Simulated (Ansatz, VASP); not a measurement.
# AlGaN2: VASP beside Ansatz, part 2 of 3

Aim: how closely do two programs agree when they are given the same cell, functional and k mesh? The cell is generated by rule, not measured, and may not be a known phase. The cell is taken from a series of runs on this material, whose earlier steps may have relaxed, scaled, displaced or heated it; both programs get it as it stands.

VASP 6.6.1 and Ansatz 0.2.0.

So far: The starting structure; VASP: zone-centre phonons, LDA.

## 2. VASP: zone-centre phonons, LDA (continued)

Level of this step: LDA; plane waves and PAW (Ga_d, N, Al); invented cell (VASP).

OUTCAR, selected parts (step 2):

```text
ion  position               nearest neighbor table
   1  0.333  0.667  0.001-   3 1.92   3 1.92   3 1.92   2 1.94   4 3.09   4 3.09   4 3.09   4 3.11
                             4 3.11   4 3.11
   2  0.333  0.667  0.385-   4 1.89   4 1.89   4 1.89   1 1.94
   3  0.667  0.333  0.871-   4 1.88   1 1.92   1 1.92   1 1.92
   4  0.667  0.333  0.499-   3 1.88   2 1.89   2 1.89   2 1.89   1 3.09   1 3.09   1 3.09   1 3.11
                             1 3.11   1 3.11

  LATTYP: Found a hexagonal cell.
 ALAT       =     3.1190086489
 C/A-ratio  =     1.6199853461

 Subroutine GETGRP returns: Found  6 space group operations
 (whereof  6 operations were pure point group operations)

The static configuration has the point symmetry C_3v.

 Found     62 irreducible k-points:

   k-points           NKPTS =     62   k-points in BZ     NKDIM =     62   number of bands    NBANDS=     19

   dimension x,y,z NGX =    28 NGY =   28 NGZ =   40
   dimension x,y,z NGXF=    56 NGYF=   56 NGZF=   80

   ENCUT  =  600.0 eV  44.10 Ry    6.64 a.u.   6.23  6.23 10.09*2*pi/ulx,y,z

   NELECT =      26.0000    total number of electrons

 k-points in reciprocal lattice and weights: Automatic mesh
   0.00000000  0.00000000  0.00000000       0.002
   0.11111111 -0.00000000  0.00000000       0.012
   0.22222222  0.00000000  0.00000000       0.012
   0.33333333 -0.00000000  0.00000000       0.012
   0.44444444  0.00000000  0.00000000       0.012
   0.11111111  0.11111111  0.00000000       0.012
   0.22222222  0.11111111  0.00000000       0.025
   0.33333333  0.11111111  0.00000000       0.025
   0.44444444  0.11111111  0.00000000       0.012
[...]
0.33333333  0.22222222  0.50000000       0.025
   0.33333333  0.33333333  0.50000000       0.004

 average (electrostatic) potential at core
       1 -63.7258       2 -60.5404       3 -60.7761       4 -70.3612

[...]
3.119008649  0.000000000  0.000000000     0.320614693  0.185106979  0.000000000
    -1.559504324  2.701140725  0.000000000     0.000000000  0.370213958  0.000000000
     0.000000000  0.000000000  5.052748305     0.000000000  0.000000000  0.197912094

 POSITION                                       TOTAL-FORCE (eV/Angst)
 -----------------------------------------------------------------------------------
     -0.00000      1.80076      0.00462        -0.000000      0.000000      0.002136
     -0.00000      1.80076      1.94641        -0.000000     -0.000000      0.023831
      1.55950      0.90038      4.40226         0.000000     -0.000000     -0.027907
      1.55950      0.90038      2.51934         0.000000      0.000000      0.001940
 -----------------------------------------------------------------------------------
    total drift:                                0.000000     -0.000000     -0.000246

 MACROSCOPIC STATIC DIELECTRIC TENSOR (including local field effects in DFT)
 ------------------------------------------------------
           4.952252    -0.000000     0.000000
          -0.000000     4.952252     0.000000
           0.000000     0.000000     5.107289
 ------------------------------------------------------

 PIEZOELECTRIC TENSOR (including local field effects)  for field in x, y, z        (C/m^2)
          XX          YY          ZZ          XY          YZ          ZX
  --------------------------------------------------------------------------------
  x    -0.00000     0.00000     0.00000     0.15057    -0.00000     0.45920
  y     0.15057    -0.15057     0.00000     0.00000     0.45920    -0.00000
  z     0.39153     0.39153    -0.71042    -0.00000     0.00000     0.00000

 BORN EFFECTIVE CHARGES (including local field effects) (in |e|, cummulative output)
 ---------------------------------------------------------------------------------
 ion    1
    1     2.58421    -0.00000     0.00000
    2    -0.00000     2.58421     0.00000
    3     0.00000     0.00000     2.56872
 ion    2
    1    -2.45207     0.00000     0.00000
    2     0.00000    -2.45207     0.00000
    3     0.00000     0.00000    -2.70724
 ion    3
    1    -2.62892     0.00000     0.00000
    2     0.00000    -2.62892     0.00000
    3    -0.00000     0.00000    -2.65581
 ion    4
    1     2.49678    -0.00000     0.00000
    2    -0.00000     2.49678     0.00000
    3    -0.00000     0.00000     2.79433

 Eigenvectors and eigenvalues of the dynamical matrix
 ----------------------------------------------------

   1 f  =   21.585403 THz   135.625088 2PiTHz  720.011546 cm-1    89.270014 meV
             X         Y         Z           dx          dy          dz
     -0.000000  1.800760  0.004618    -0.000000   -0.000000   -0.001852
     -0.000000  1.800760  1.946409    -0.000000    0.000000    0.595933
      1.559504  0.900380  4.402259     0.000000    0.000000   -0.790201
      1.559504  0.900380  2.519340     0.000000   -0.000000    0.142979

   2 f  =   19.769580 THz   124.215932 2PiTHz  659.442193 cm-1    81.760375 meV
             X         Y         Z           dx          dy          dz
     -0.000000  1.800760  0.004618     0.009254   -0.016128    0.000000
     -0.000000  1.800760  1.946409    -0.408839    0.712482   -0.000000
      1.559504  0.900380  4.402259    -0.005580    0.009724   -0.000000
      1.559504  0.900380  2.519340     0.283625   -0.494273    0.000000

   3 f  =   19.769580 THz   124.215932 2PiTHz  659.442193 cm-1    81.760375 meV
             X         Y         Z           dx          dy          dz
     -0.000000  1.800760  0.004618     0.016128    0.009254   -0.000000
     -0.000000  1.800760  1.946409    -0.712482   -0.408839    0.000000
      1.559504  0.900380  4.402259    -0.009724   -0.005580   -0.000000
      1.559504  0.900380  2.519340     0.494273    0.283625    0.000000

   4 f  =   18.292367 THz   114.934332 2PiTHz  610.167689 cm-1    75.651118 meV
             X         Y         Z           dx          dy          dz
     -0.000000  1.800760  0.004618     0.000000    0.000000    0.086233
     -0.000000  1.800760  1.946409     0.000000   -0.000000   -0.669120
      1.559504  0.900380  4.402259    -0.000000   -0.000000   -0.391610
      1.559504  0.900380  2.519340    -0.000000    0.000000    0.625687

   5 f  =   17.491242 THz   109.900713 2PiTHz  583.445020 cm-1    72.337930 meV
             X         Y         Z           dx          dy          dz
     -0.000000  1.800760  0.004618    -0.185154    0.322669   -0.000000
     -0.000000  1.800760  1.946409    -0.022921    0.039944    0.000000
      1.559504  0.900380  4.402259     0.461063   -0.803496   -0.000000
      1.559504  0.900380  2.519340    -0.017927    0.031242    0.000000

   6 f  =   17.491242 THz   109.900713 2PiTHz  583.445020 cm-1    72.337930 meV
             X         Y         Z           dx          dy          dz
     -0.000000  1.800760  0.004618     0.322669    0.185154   -0.000000
     -0.000000  1.800760  1.946409     0.039944    0.022921    0.000000
      1.559504  0.900380  4.402259    -0.803496   -0.461063   -0.000000
      1.559504  0.900380  2.519340     0.031242    0.017927   -0.000000

   7 f  =   12.811048 THz    80.494188 2PiTHz  427.330558 cm-1    52.982213 meV
             X         Y         Z           dx          dy          dz
     -0.000000  1.800760  0.004618     0.000000   -0.000000   -0.658832
     -0.000000  1.800760  1.946409    -0.000000    0.000000    0.291072
      1.559504  0.900380  4.402259    -0.000000   -0.000000    0.331332
      1.559504  0.900380  2.519340    -0.000000   -0.000000    0.609455

   8 f  =    5.527506 THz    34.730346 2PiTHz  184.377764 cm-1    22.859919 meV
             X         Y         Z           dx          dy          dz
     -0.000000  1.800760  0.004618     0.273341   -0.476343    0.000000
     -0.000000  1.800760  1.946409    -0.228639    0.398443    0.000000
      1.559504  0.900380  4.402259     0.085306   -0.148660   -0.000000
      1.559504  0.900380  2.519340    -0.336818    0.586963   -0.000000

   9 f  =    5.527506 THz    34.730346 2PiTHz  184.377764 cm-1    22.859919 meV
             X         Y         Z           dx          dy          dz
     -0.000000  1.800760  0.004618    -0.476343   -0.273341    0.000000
     -0.000000  1.800760  1.946409     0.398443    0.228639    0.000000
      1.559504  0.900380  4.402259    -0.148660   -0.085306    0.000000
      1.559504  0.900380  2.519340     0.586963    0.336818    0.000000

  10 f/i=    0.003585 THz     0.022528 2PiTHz    0.119598 cm-1     0.014828 meV
             X         Y         Z           dx          dy          dz
     -0.000000  1.800760  0.004618    -0.322168    0.675164    0.000000
     -0.000000  1.800760  1.946409    -0.144168    0.302130    0.000000
      1.559504  0.900380  4.402259    -0.144326    0.302462    0.000000
      1.559504  0.900380  2.519340    -0.200141    0.419434    0.000000

  11 f/i=    0.003585 THz     0.022528 2PiTHz    0.119598 cm-1     0.014828 meV
             X         Y         Z           dx          dy          dz
     -0.000000  1.800760  0.004618    -0.675164   -0.322168   -0.000000
     -0.000000  1.800760  1.946409    -0.302130   -0.144168   -0.000000
      1.559504  0.900380  4.402259    -0.302462   -0.144326   -0.000000
      1.559504  0.900380  2.519340    -0.419434   -0.200141   -0.000000

  12 f/i=    0.007846 THz     0.049297 2PiTHz    0.261707 cm-1     0.032448 meV
             X         Y         Z           dx          dy          dz
     -0.000000  1.800760  0.004618    -0.000000   -0.000000    0.747329
     -0.000000  1.800760  1.946409    -0.000000   -0.000000    0.335290
      1.559504  0.900380  4.402259    -0.000000   -0.000000    0.335326
      1.559504  0.900380  2.519340    -0.000000   -0.000000    0.465443

 MACROSCOPIC STATIC DIELECTRIC TENSOR IONIC CONTRIBUTION
 ------------------------------------------------------
           3.761192    -0.000000     0.000000
          -0.000000     3.761192    -0.000000
           0.000000    -0.000000     4.674467
 ------------------------------------------------------

 ELASTIC MODULI CONTR FROM IONIC RELAXATION (kBar)
 Direction    XX          YY          ZZ          XY          YZ          ZX
 --------------------------------------------------------------------------------
 XX        -749.2665    334.1972    405.5680      0.0000    -55.6859      0.0000
 YY         334.1972   -749.2665    405.5680      0.0000     55.6859     -0.0000
 ZZ         405.5680    405.5680   -805.5717     -0.0000     -0.0000      0.0000
 XY           0.0000      0.0000     -0.0000   -541.7318     -0.0000    -47.5548
 YZ         -55.6859     55.6859     -0.0000     -0.0000   -174.1022      0.0000
 ZX           0.0000     -0.0000      0.0000    -47.5548      0.0000   -189.6904
 --------------------------------------------------------------------------------

 PIEZOELECTRIC TENSOR IONIC CONTR  for field in x, y, z        (C/m^2)
          XX          YY          ZZ          XY          YZ          ZX
  --------------------------------------------------------------------------------
  x     0.00000    -0.00000     0.00000    -0.12167     0.00000    -0.77632
  y    -0.12167     0.12167    -0.00000    -0.00000    -0.75434     0.00000
  z    -0.91579    -0.91579     1.82450     0.00000     0.00000    -0.00000
```

The gap is read on the k-mesh alone, so it is an upper bound where the band edges lie off the mesh. Energies printed during the response cycles are not total energies of the cell.

(Part 2 of 3 ends here.)

[Lines on the potential files, build, host, timing and source positions are cut from VASP's logs without a mark.]

[Logs are printed without paths, hosts, clocks, repeated set-up lines and the standing remarks that a program may print on its own settings, such as how far it seeks lower states.]

[Hosts, paths, dates, database ids (printed as entryN), source tags and the programs' standing remarks are cut or masked in the printed files.]
